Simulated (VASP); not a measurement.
# SiH₂Cl₂: atomisation energy, by ENCUT and potentials

SiH₂Cl₂, molecule in box, 5 atoms in the cell.

| ENCUT (eV) | Potentials | Atomisation energy (eV) | Shortest bond (Å) | Time (s) |
|---|---|---|---|---|
| 390 | Cl, Si, H_s | 15.15 | 1.484 | 174 |
| 450 | Cl_GW, Si_GW, H_GW | 15.14 | 1.485 | 334 |
| 1050 | Cl_h, Si, H_h | 15.16 | 1.483 | 1135 |

## Input of the first row

INCAR.step1:
```
SYSTEM = SiH2Cl2
PREC = Accurate
ENCUT = 390
EDIFF = 1E-6
ISMEAR = 0
SIGMA = 0.002
LREAL = .False.
LASPH = .True.
ALGO = All
NELM = 300
LWAVE = .False.
LCHARG = .False.
GGA = PE
ISYM = 0
ISPIN = 2
MAGMOM = 1
ISEARCH = 1
LMAXMIX = 4
NBANDS = 10
```

INCAR.step2, as INCAR.step1 but for:
```
- MAGMOM = 1
- NBANDS = 10
+ MAGMOM = 2
+ NBANDS = 8
```

INCAR.step3 changes the same tags again: MAGMOM = 1; NBANDS = 6.

INCAR.step4:
```
SYSTEM = SiH2Cl2
PREC = Accurate
ENCUT = 390
EDIFF = 1E-6
ISMEAR = 0
SIGMA = 0.01
LREAL = .False.
LASPH = .True.
ALGO = Normal
NELM = 120
LWAVE = .False.
LCHARG = .False.
GGA = PE
ISYM = 0
IBRION = 2
NSW = 40
EDIFFG = -0.01
```

KPOINTS:
```
Automatic mesh
0
Gamma
  1 1 1
  0 0 0
```

POSCAR.step1:
```
Cl
1.0
   12.0000000000      0.0000000000      0.0000000000
    0.0000000000     12.4000000000      0.0000000000
    0.0000000000      0.0000000000     12.8000000000
Cl
1
Direct
    0.5000000000      0.5000000000      0.5000000000
```

POSCAR.step2:
```
Si
1.0
   12.0000000000      0.0000000000      0.0000000000
    0.0000000000     12.4000000000      0.0000000000
    0.0000000000      0.0000000000     12.8000000000
Si
1
Direct
    0.5000000000      0.5000000000      0.5000000000
```

POSCAR.step3:
```
H
1.0
   12.0000000000      0.0000000000      0.0000000000
    0.0000000000     12.4000000000      0.0000000000
    0.0000000000      0.0000000000     12.8000000000
H
1
Direct
    0.5000000000      0.5000000000      0.5000000000
```

POSCAR.step4:
```
SiH2Cl2
1.0
   12.9500000000      0.0000000000      0.0000000000
    0.0000000000     12.9500000000      0.0000000000
    0.0000000000      0.0000000000     12.9500000000
Cl Si H
2 1 2
Direct
    0.4055510077      0.4758588666      0.6139230278
    0.4239486512      0.5993818256      0.3860769722
    0.4966672079      0.5008406294      0.4866760662
    0.5133008885      0.4006181744      0.4336803828
    0.5944489923      0.5496946357      0.5210524225
```

Commands (each step's output is kept before the next begins):
```
cat potpaw_PBE.64/Cl/POTCAR > POTCAR
cp INCAR.step1 INCAR
cp POSCAR.step1 POSCAR
mpirun -np 4 vasp_gam > vasp.out
cat potpaw_PBE.64/Si/POTCAR > POTCAR
rm WAVECAR CHG
cp INCAR.step2 INCAR
cp POSCAR.step2 POSCAR
mpirun -np 4 vasp_gam > vasp.out
cat potpaw_PBE.64/H_s/POTCAR > POTCAR
rm WAVECAR CHG
cp INCAR.step3 INCAR
cp POSCAR.step3 POSCAR
mpirun -np 4 vasp_gam > vasp.out
cat potpaw_PBE.64/Cl/POTCAR potpaw_PBE.64/Si/POTCAR potpaw_PBE.64/H_s/POTCAR > POTCAR
rm WAVECAR CHG
cp INCAR.step4 INCAR
cp POSCAR.step4 POSCAR
mpirun -np 4 vasp_gam > vasp.out
```

Changes of the last row against the first:
```
(all steps)
- ENCUT = 390
+ ENCUT = 1050
- cat potpaw_PBE.64/Cl/POTCAR > POTCAR
- cat potpaw_PBE.64/H_s/POTCAR > POTCAR
- cat potpaw_PBE.64/Cl/POTCAR potpaw_PBE.64/Si/POTCAR potpaw_PBE.64/H_s/POTCAR > POTCAR
+ cat potpaw_PBE.64/Cl_h/POTCAR > POTCAR
+ cat potpaw_PBE.64/H_h/POTCAR > POTCAR
+ cat potpaw_PBE.64/Cl_h/POTCAR potpaw_PBE.64/Si/POTCAR potpaw_PBE.64/H_h/POTCAR > POTCAR
```

VASP 6.6.1 took 174 s on 4 cores (Intel Xeon 6975P-C (Granite Rapids)), a shared host.
